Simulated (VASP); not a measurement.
Data:

```
Li2Se
1.0
    0.00000     3.00000     3.00000
    3.00000     0.00000     3.00000
    3.00000     3.00000     0.00000
Li Se
2 1
Cartesian
  1.50000   1.50000   1.50000
  4.50000   4.50000   4.50000
  0.00000   0.00000   0.00000
```

Level of theory: PBE GGA, VASP's PBE PAW potentials (set 64) (plane waves; VASP). Numerical set-up: 520 eV cut-off, Gaussian smearing of 0.050 eV, potentials Li_sv Se.

### Question
What does the run give for the band gap (along the path) with the smallest direct gap where there is one?

### Answer

```json
{
 "band gap (along the path)": "2.97 eV",
 "smallest direct gap (along the path)": "3.40 eV"
}
```

Total energies compare only between runs with the same potentials, cut-off and functional.

The compound is Li2Se in the antifluorite structure. The cell was not relaxed at this level.
